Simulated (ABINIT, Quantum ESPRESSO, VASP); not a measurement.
KF (Fm-3m, 2 atoms in the cell) computed with different codes at matched settings

Self-consistent single point, at a second geometry (lattice scaled by 0.98). First geometry:

```
CELL_PARAMETERS angstrom
      0.00000     2.67500     2.67500
      2.67500     0.00000     2.67500
      2.67500     2.67500     0.00000
ATOMIC_POSITIONS crystal
  K  0.00000 0.00000 0.00000
  F  0.50000 0.50000 0.50000
```

Shared settings, as Quantum ESPRESSO writes them: occupations = smearing; smearing = fermi-dirac; degauss = 0.000734986 Ry; K_POINTS = automatic 9 9 9 0 0 0. Potentials and cutoffs stand in the table.

| code | model | ΔF from the first geometry (meV/atom) | pressure (GPa) | gap on the mesh (eV) | cutoff |
|---|---|---|---|---|---|
| Quantum ESPRESSO | PBE, SSSP 1.1.2 efficiency (PBE) pseudopotentials | 16.9 | 3.51 | 6.486 | 50 Ry |
| VASP | PBE, VASP's PBE PAW potentials (set 64) | – | – | 6.499 | 400 eV |
| ABINIT | PBE, PAW (JTH v2.0 PBE PAW) | 18.6 | 3.71 | 6.482 | 24 Ha |

A dash marks a value that a program does not give, or that is left out as unsure.

Gaps are read on the mesh.

The spread over the programs that give each value: ΔF from the first geometry within 1.7 meV/atom; pressure within 0.20 GPa; gap on the mesh within 0.017 eV.

VASP's run is marked for a possible Pulay error in its stress at this cutoff; no cutoff test was made.

The starting cell has typed, rounded lattice constants, without a prior relaxation at this level. For this run, on top of that: lattice scaled by 0.98.

Left out of this page: Ansatz, GPAW, CP2K, Elk, FLEUR and SIESTA (not drawn, or without a comparable value).
